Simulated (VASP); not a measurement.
Runs of VASP 6.6.1 on TiSi2. Symmetry: Fddd, No. 70, orthorhombic system. The conventional cell has a = 4.763 Å, b = 8.184 Å, c = 8.499 Å, α = 90.00°, β = 90.00°, γ = 90.00°. Ti (site symmetry 222) has 10 Si at 2.54 to 2.75 Å as nearest neighbours. Si (site symmetry 2) has 5 Si at 2.52 to 2.77 Å and 5 Ti at 2.54 to 2.75 Å as nearest neighbours. The cell is a database's computed one.

```csv
level,k mesh,cutoff (eV),smearing,gap on the mesh (eV),pressure (GPa),largest force (eV/Å)
PBEsol,10 × 10 × 10,700,gaussian 0.1 eV,none,0.0,-
PBEsol,14 × 14 × 14,520,gaussian 0.1 eV,none,0.0,-
PBEsol,10 × 10 × 10,520,gaussian 0.5 eV,none,0.2,0.03
r2SCAN,10 × 10 × 10,520,gaussian 0.1 eV,none,2.0,(a)
PBEsol,10 × 10 × 10,900,gaussian 0.1 eV,none,0.0,-
```

Alike in all rows: task single point; potentials or basis VASP PAW PBE potentials, release 64 (Ti_sv, Si); no spin polarisation; cell as given.

Q: Fill in the values left out.

A: (a) 0.07.

Caveats: the PAW data sets were made with another functional, which shifts forces and pressure a little.

A k mesh can miss the band edges.

A gap of «none» marks a metal or a gap under the smearing width.

Not every run made on this cell is shown here.
